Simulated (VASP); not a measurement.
## Nb2SnSe: relaxation of cell and atoms with PBE

Nb2SnSe:

```
CELL_PARAMETERS angstrom
4.50523 0.00000 0.00000
0.00000 4.50523 0.00000
0.00000 0.00000 4.64138
ATOMIC_POSITIONS crystal
Nb 0.00000 0.50000 0.43500
Nb 0.50000 0.00000 0.56500
Sn 0.00000 0.00000 0.00000
Se 0.00000 0.00000 0.50000
```

The cell was built by a generator and needn't be a form met in nature.

| Quantity | Value |
| --- | --- |
| Program | VASP 6.6.1 |
| Task | relaxation of cell and atoms |
| Functional | PBE |
| Potentials or basis | VASP PAW PBE potentials, release 64 (Nb_sv, Sn_d, Se) |
| Cutoff | 520 eV |
| k mesh | 4 × 4 × 4 |
| Occupations | gaussian, width 0.15 eV |
| Spin | no spin polarisation |
| Further INCAR settings | PREC = Normal; ALGO = Fast; EDIFF = 0.0001; IBRION = 2; EDIFFG = -0.08; NSW = 24; ISIF = 3 |

```
Relaxed volume                         : 29.02 Å³/atom
Relaxed cell                           : a = 4.448 Å, b = 4.448 Å, c = 5.867 Å, α = 90.00°, β = 90.00°, γ = 90.00°
Space group after relaxing (to 0.05 Å) : P-4m2 (No. 115)
Energy gained by relaxing              : 873.1 meV/atom
Ionic steps                            : 23
Pressure after relaxing                : -0.1 GPa
Largest force after relaxing           : 0.030 eV/Å
Band gap on the k mesh                 : none (metal or under the smearing width)
```

Forces on the atoms (eV/Å):
```
Nb   0.000  0.000 -0.030
Nb   0.000  0.000  0.030
Sn   0.000  0.000  0.000
Se   0.000  0.000  0.000
```

Stress tensor (GPa, compression positive):
```
-0.39  0.00  0.00
 0.00 -0.39  0.00
 0.00  0.00  0.36
```

Step by step:
```tsv
step	energy change (eV)	largest force (eV/Å)	pressure (GPa)	volume (Å³)
1	0.0000	1.7298	29.51	94.21
2	3.4512	0.1260	-6.99	165.59
3	-2.1736	0.4941	-7.38	143.42
4	-2.5173	0.6838	-4.54	132.28
5	-2.5893	0.8495	-1.70	125.11
6	-2.5908	0.8190	-1.99	125.78
7	-2.8335	1.1402	1.03	122.61
8	-2.8384	1.1341	0.64	122.96
9	-2.9626	1.0896	-0.57	124.20
10	-3.1952	0.6579	-3.75	127.93
11	-2.7762	0.0494	-7.53	135.42
12	-3.1460	0.2558	-6.29	131.31
13	-3.2161	0.2201	-4.93	129.20
14	-3.2526	0.0926	-4.83	128.38
15	-3.3339	0.1138	-4.31	125.92
16	-3.4304	0.2499	-2.96	121.06
17	-3.2207	1.2490	1.36	111.56
18	-3.4376	0.4287	-2.68	120.07
19	-3.4702	0.1089	-1.94	118.68
20	-3.4802	0.0529	-1.52	118.01
21	-3.4902	0.0672	-0.66	116.67
22	-3.4912	0.0902	-0.32	116.24
23	-3.4926	0.0301	-0.14	116.10
```

Final structure:
```
CELL_PARAMETERS angstrom
4.44833 0.00000 0.00000
0.00000 4.44833 0.00000
0.00000 0.00000 5.86725
ATOMIC_POSITIONS crystal
Nb 0.00000 0.50000 0.33177
Nb 0.50000 0.00000 0.66823
Sn 0.00000 0.00000 0.00000
Se 0.00000 0.00000 0.50000
```

Levels at points of the mesh, in eV from the Fermi level:
```csv
k point,band 19,band 20,band 21,band 22,band 23,band 24,band 25,band 26,band 27
"(0.00, 0.00, 0.00)",-1.74,-0.63,-0.50,-0.40,-0.40,0.65,0.65,0.83,1.25
"(0.50, 0.00, 0.00)",-1.98,-0.93,-0.77,-0.58,-0.14,0.26,0.81,1.00,1.42
"(0.50, 0.50, 0.00)",-1.45,-1.45,-0.95,-0.04,-0.02,-0.02,0.78,0.82,1.23
"(0.00, 0.00, 0.50)",-1.71,-0.60,-0.57,-0.57,-0.38,-0.02,0.93,1.46,1.46
"(0.50, 0.00, 0.50)",-2.14,-1.29,-0.94,-0.86,-0.15,0.31,0.86,1.07,1.20
"(0.50, 0.50, 0.50)",-1.79,-1.79,-1.79,-0.91,-0.42,-0.42,-0.12,1.22,1.22
```

It took 9.9 min on 1 thread of Intel(R) Xeon(R) 6975P-C (Granite Rapids), on a shared host, peak memory 0.2 GiB.

Caveat: the volume moved by over 15 % at a fixed basis, so the end points are rough; the relaxation stopped at a loose force limit of 0.08 eV/Å, so its end isn't a converged minimum.
